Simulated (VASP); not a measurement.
# ScIn3N2 (P3m1) in VASP: single point with r2SCAN

Aim: the single point of ScIn3N2 with r2SCAN.

Everything below comes from runs of VASP 6.6.1. Logs are shortened: lines on timing, memory, paths and dates and some standing lists are left out, and cuts for length are marked.

## Step 1: The structure

Symmetry: P3m1, No. 156, trigonal system. Conventional cell: a = 3.384 Å, b = 3.384 Å, c = 11.590 Å, α = 90.00°, β = 90.00°, γ = 120.00°. Sc (site symmetry 3m) is surrounded by 3 N at 2.08 Å. In (site symmetry 3m) is surrounded by 3 N at 2.91 Å. In (site symmetry 3m) has 3 N at 2.34 Å as nearest neighbours. In (site symmetry 3m) is surrounded by 3 N at 2.44 Å. N (site symmetry 3m) is surrounded by 3 Sc at 2.08 Å. Around N (site symmetry 3m) lie 6 In at 2.34 to 2.44 Å.

The cell was built by a generator and needn't be a form met in nature.

## Step 2: Single point, r2SCAN

Contents of INCAR:

```
ALGO     = Normal         # electronic algorithm
EDIFF    = 1E-6           # SCF threshold, eV
ENCUT    = 520            # plane-wave cutoff, eV
ISIF     = 2              # what is computed and relaxed
ISMEAR   = 0              # smearing method
KPAR     = 4            
LASPH    = T              # aspherical terms in the spheres
LCHARG   = F              # write CHGCAR
LMIXTAU  = T            
LREAL    = F              # projectors in reciprocal space
LWAVE    = F              # write WAVECAR
METAGGA  = R2SCAN         # meta-GGA
NELM     = 150            # most SCF steps
PREC     = Accurate       # precision mode
SIGMA    = 0.1            # smearing width, eV
```

Contents of KPOINTS:

```
k-points
0
Gamma
  10 10 4
```

Contents of POSCAR:

```
ScIn3N2
1.0
    3.3842740000      0.0000000000      0.0000000000
   -1.6921370000      2.9308670000      0.0000000000
    0.0000000000      0.0000000000     11.5899500000
Sc In N
1 3 2
Direct
    0.0000000000      0.0000000000      0.7681470000
    0.3333330000      0.6666670000      0.5221350000
    0.3333330000      0.6666670000      0.0049640000
    0.0000000000      0.0000000000      0.2429500000
    0.6666670000      0.3333330000      0.7077620000
    0.6666670000      0.3333330000      0.1162000000
```

Potentials or basis: VASP PAW PBE potentials, release 64 (Sc_sv, In_d, N).

On the command line:

```bash
$ cat potpaw_PBE.64/Sc_sv/POTCAR potpaw_PBE.64/In_d/POTCAR potpaw_PBE.64/N/POTCAR > POTCAR
$ mpirun -np 4 vasp_std > vasp.out
```

OUTCAR:

```text
EDIFF = 1E-6
   ENCUT = 520
   ISIF = 2
   ISMEAR = 0
   LASPH = T
   LREAL = F
   METAGGA = R2SCAN
   NELM = 150
   PREC = Accurate

 ion  position               nearest neighbor table
   1  0.000  0.000  0.768-   5 2.08   5 2.08   5 2.08   3 3.37   3 3.37   3 3.37   2 3.46   2 3.46
                             2 3.46
   2  0.333  0.667  0.522-   1 3.46   1 3.46   1 3.46   4 3.78   4 3.78   4 3.78
   3  0.333  0.667  0.005-   6 2.34   6 2.34   6 2.34   1 3.37   1 3.37   1 3.37   4 3.38   4 3.38
                             4 3.38
   4  0.000  0.000  0.243-   6 2.44   6 2.44   6 2.44   3 3.38   3 3.38   3 3.38   2 3.78   2 3.78
                             2 3.78
   5  0.667  0.333  0.708-   1 2.08   1 2.08   1 2.08
   6  0.667  0.333  0.116-   3 2.34   3 2.34   3 2.34   4 2.44   4 2.44   4 2.44

  LATTYP: Found a hexagonal cell.
 ALAT       =     3.3842740000
 C/A-ratio  =     3.4246488316

  Lattice vectors:

 A1 = (   3.3842740000,   0.0000000000,   0.0000000000)
 A2 = (  -1.6921370000,   2.9308670000,   0.0000000000)
 A3 = (   0.0000000000,   0.0000000000,  11.5899500000)

Analysis of symmetry for initial positions (statically):
=====================================================================
 Subroutine PRICEL returns:
 Original cell was already a primitive cell.

 Routine SETGRP: Setting up the symmetry group for a
 hexagonal supercell.

 Subroutine GETGRP returns: Found  6 space group operations
 (whereof  6 operations were pure point group operations)
 out of a pool of 24 trial point group operations.

The static configuration has the point symmetry C_3v.

Analysis of symmetry for dynamics (positions and initial velocities):
=====================================================================
 Subroutine PRICEL returns:
 Original cell was already a primitive cell.

 Routine SETGRP: Setting up the symmetry group for a
 hexagonal supercell.

 Subroutine GETGRP returns: Found  6 space group operations
 (whereof  6 operations were pure point group operations)
 out of a pool of 24 trial point group operations.

The dynamic configuration has the point symmetry C_3v.

 Subroutine INISYM returns: Found  6 space group operations
 (whereof  6 operations are pure point group operations),
 and found     1 'primitive' translations

----------------------------------------------------------------------------------------

                                     Primitive cell

  volume of cell :     114.9591

  direct lattice vectors                    reciprocal lattice vectors
     3.384274000  0.000000000  0.000000000     0.295484349  0.170597983  0.000000000
    -1.692137000  2.930867000  0.000000000     0.000000000  0.341195967  0.000000000
     0.000000000  0.000000000 11.589950000     0.000000000  0.000000000  0.086281649

  length of vectors
     3.384274000  3.384273777 11.589950000     0.341195944  0.341195967  0.086281649

  position of ions in fractional coordinates (direct lattice)
     0.000000000  0.000000000  0.768147000
     0.333333000  0.666667000  0.522135000
     0.333333000  0.666667000  0.004964000
     0.000000000  0.000000000  0.242950000
     0.666667000  0.333333000  0.707762000
     0.666667000  0.333333000  0.116200000

  ion indices of the primitive-cell ions
   primitive index   ion index
                 1           1
                 2           2
                 3           3
                 4           4
                 5           5
                 6           6

----------------------------------------------------------------------------------------

 KPOINTS: k-points

Automatic generation of k-mesh.
 Grid dimensions read from file:
 generate k-points for:   10   10    4

 Generating k-lattice:

  Cartesian coordinates                     Fractional coordinates (reciprocal lattice)
     0.029548435  0.017059798  0.000000000     0.100000000  0.000000000  0.000000000
     0.000000000  0.034119597  0.000000000     0.000000000  0.100000000  0.000000000
     0.000000000  0.000000000  0.021570412     0.000000000  0.000000000  0.250000000

  Length of vectors
     0.034119594  0.034119597  0.021570412

  Shift w.r.t. Gamma in fractional coordinates (k-lattice)
     0.000000000  0.000000000  0.000000000

 Subroutine IBZKPT returns following result:
 ===========================================

 Found     50 irreducible k-points:

 Following reciprocal coordinates:
            Coordinates               Weight
  0.000000  0.000000  0.000000      1.000000
  0.100000  0.000000  0.000000      6.000000
  0.200000  0.000000  0.000000      6.000000
  0.300000  0.000000  0.000000      6.000000
  0.400000  0.000000  0.000000      6.000000
  0.500000  0.000000  0.000000      3.000000
[... 16 lines left out ...]
  0.000000  0.400000  0.250000      6.000000
  0.500000  0.000000  0.250000      6.000000
 [... further k-points ...]
   k-points           NKPTS =     50   k-points in BZ     NKDIM =     50   number of bands    NBANDS=     36
   number of dos      NEDOS =    301   number of ions     NIONS =      6
   total plane-waves  NPLWV =  70560
   dimension x,y,z NGX =    28 NGY =   28 NGZ =   90
   dimension x,y,z NGXF=    56 NGYF=   56 NGZF=  180
   ions per type =               1   3   2
   NGX,Y,Z   is equivalent  to a cutoff of  13.75, 13.75, 12.91 a.u.
   NGXF,Y,Z  is equivalent  to a cutoff of  27.51, 27.51, 25.82 a.u.
 SYSTEM =  unknown system
   PREC   = accura    normal or accurate (medium, high low for compatibility)
   ISTART =      0    job   : 0-new  1-cont  2-samecut
   ICHARG =      2    charge: 1-file 2-atom 10-const
   ISPIN  =      1    spin polarized calculation?
   LNONCOLLINEAR =      F non collinear calculations
   LSORBIT =      F    spin-orbit coupling
   LASPH  =      T    aspherical Exc in radial PAW
   ENCUT  =  520.0 eV  38.22 Ry    6.18 a.u.   6.29  6.29 21.55*2*pi/ulx,y,z
   NELM   =    150;   NELMIN=  2; NELMDL= -5     # of ELM steps
   EDIFF  = 0.1E-05   stopping-criterion for ELM
   LREAL  =      F    real-space projection
   EDIFFG = 0.1E-04   stopping-criterion for IOM
   NSW    =      0    number of steps for IOM
   IBRION =     -1    ionic relax: 0-MD 1-quasi-New 2-CG
   NFREE  =      0    steps in history (QN), initial steepest desc. (CG)
   ISIF   =      2    stress and relaxation
   ISYM   =      2    0-nonsym 1-usesym 2-fastsym
   POTIM  = 0.5000    time-step for ionic-motion
   TEBEG  =    0.0;   TEEND  =   0.0 temperature during run
   PSTRESS=    0.0 pullay stress
   NELECT =      60.0000    total number of electrons
   NUPDOWN=      -1.0000    fix difference up-down
   EMIN   =  10.00;   EMAX   =-10.00  energy-range for DOS
   EFERMI =   0.00;   METHOD = LEGACY
   ISMEAR =     0;   SIGMA  =   0.10  broadening in eV -4-tet -1-fermi 0-gaus
   EFERMI_NEDOS =   21; number of points for ismear=-14 and -15
   IALGO  =     38    algorithm
   IMIX   =      4    mixing-type and parameters
     AMIX     =   0.40;   BMIX     =  1.00
     AMIX_MAG =   1.60;   BMIX_MAG =  1.00
  volume/ion in A,a.u.               =      19.16       129.30
  Fermi-wavevector in a.u.,A,eV,Ry     =   1.318087  2.490824 23.638139  1.737354
  Thomas-Fermi vector in A             =   2.448082
   LORBIT       =      0    0 simple, 1 ext, 2 COOP (PROOUT), +10 PAW based schemes
   METAGGA = R2SCAN    functional components
   LHFCALC =     F    Hartree Fock is set to
   AEXX    =    0.0000 exact exchange contribution
   IVDW    =     0    specifies the selected vdW correction
   LEPSILON=     F    determine dielectric tensor
   LRPA    =     F    only Hartree local field effects (RPA)
 non-spin polarized calculation
 Gauss-broadening in eV      SIGMA  =   0.10
  energy-cutoff  :      520.00
  volume of cell :      114.96
 maximum number of plane-waves:      3116
 NGX is ok and might be reduce to    28
   NGX = 13   NGY = 13   NGZ = 43

 number of electron      59.9999992 magnetization

 Free energy of the ion-electron system (eV)
  ---------------------------------------------------
  ext. energy  EPLUGINS =         0.00000000
  ---------------------------------------------------
  free energy    TOTEN  =       -99.31336160 eV

  energy without entropy =      -99.30568176  energy(sigma->0) =      -99.30952168

 E-fermi :   6.0723     XC(G=0): -11.0270

 val. band max:        6.0590197250   @ k =   0.5000   0.0000   0.0000
 cond. band min:       6.2137329694   @ k =   0.4000   0.1000   0.0000
 fundamental gap:      0.1547132444
 Fermi energy:         6.0723235706

 k-point     1 :       0.0000    0.0000    0.0000
  band No.  band energies     occupation
      1     -44.7102      2.00000
      2     -22.5443      2.00000
      3     -22.2420      2.00000
      4     -22.2420      2.00000
      5      -9.3229      2.00000
      6      -8.9356      2.00000
[... 28 lines left out ...]
     35      10.9968      0.00000
     36      12.6495      0.00000

 k-point     2 :       0.1000    0.0000    0.0000
  band No.  band energies     occupation
      1     -44.7070      2.00000
      2     -22.5401      2.00000
      3     -22.2765      2.00000
      4     -22.2491      2.00000
      5      -9.3803      2.00000
      6      -8.9232      2.00000
[... 28 lines left out ...]
     35      10.8319      0.00000
     36      12.4374      0.00000

 k-point     3 :       0.2000    0.0000    0.0000
  band No.  band energies     occupation
      1     -44.6986      2.00000
      2     -22.5298      2.00000
      3     -22.3648      2.00000
      4     -22.2676      2.00000
      5      -9.4999      2.00000
      6      -8.9401      2.00000
[... 28 lines left out ...]
     35      10.5758      0.00000
     36      11.5017      0.00000
[... 742 lines left out ...]
 k-point    23 :       0.0000    0.4000    0.2500
  band No.  band energies     occupation
      1     -44.6797      2.00000
      2     -22.5729      2.00000
      3     -22.4897      2.00000
      4     -22.3086      2.00000
      5      -9.6993      2.00000
      6      -9.0081      2.00000
[... 28 lines left out ...]
     35       9.7780      0.00000
     36      10.1117      0.00000

 k-point    24 :       0.5000    0.0000    0.2500
  band No.  band energies     occupation
      1     -44.6764      2.00000
      2     -22.6025      2.00000
      3     -22.4880      2.00000
      4     -22.3155      2.00000
      5      -9.7285      2.00000
      6      -9.0202      2.00000
[... 28 lines left out ...]
     35       9.9218      0.00000
     36      10.0416      0.00000

 [... further k-points ...]
[... 5 lines left out ...]
  --------------------------------------------------------------------------------------
  -------------------------------------------------------------------------------------
  Total       -1.5397342     -1.5397339     -0.9947672     -0.0000000      0.0000000      0.0000000
  in kB      -21.4591810    -21.4591773    -13.8640090     -0.0000000      0.0000000      0.0000000
  external PRESSURE =     -18.9274558 kB  Pullay stress =       0.0000000 kB

 VOLUME and BASIS-vectors are now :
 -----------------------------------------------------------------------------
  energy-cutoff  :      520.00
  volume of cell :      114.96
      direct lattice vectors                 reciprocal lattice vectors
     3.384274000  0.000000000  0.000000000     0.295484349  0.170597983  0.000000000
    -1.692137000  2.930867000  0.000000000     0.000000000  0.341195967  0.000000000
     0.000000000  0.000000000 11.589950000     0.000000000  0.000000000  0.086281649

 POSITION                                       TOTAL-FORCE (eV/Angst)
 -----------------------------------------------------------------------------------
      0.00000      0.00000      8.90279        -0.000000      0.000000      0.035383
     -0.00000      1.95391      6.05152        -0.000000     -0.000000      0.092512
     -0.00000      1.95391      0.05753         0.000000     -0.000000      0.234516
      0.00000      0.00000      2.81578         0.000000     -0.000000     -0.261791
      1.69214      0.97695      8.20293        -0.000000     -0.000000     -0.099313
      1.69214      0.97695      1.34675         0.000000      0.000000     -0.001308
 -----------------------------------------------------------------------------------
    total drift:                               -0.000901      0.000517     -0.009112

  FREE ENERGIE OF THE ION-ELECTRON SYSTEM (eV)
  ---------------------------------------------------
  free  energy   TOTEN  =       -99.3133616020 eV

  energy  without entropy=      -99.3056817610  energy(sigma->0) =      -99.30952168
```

Run time: 4.3 min. Hardware: 4 MPI ranks of Intel Xeon Platinum 8488C (Sapphire Rapids), shared host; peak memory 0.4 GiB.

What came out:

- Free energy: -99.3134 eV
- Pressure: -1.9 GPa
- Largest force: 0.262 eV/Å
- Band gap on the k mesh: none (metal or under the smearing width)

Forces in eV/Å, atoms in the order of the input:
```
Sc   0.000  0.000  0.035
In   0.000  0.000  0.093
In   0.000  0.000  0.235
In   0.000  0.000 -0.262
N    0.000  0.000 -0.099
N    0.000  0.000 -0.001
```

Stress tensor (GPa, compression positive):
```
-2.15  0.00  0.00
 0.00 -2.15  0.00
 0.00  0.00 -1.39
```

Caveat: the PAW data sets were made with another functional, which shifts forces and pressure a little.
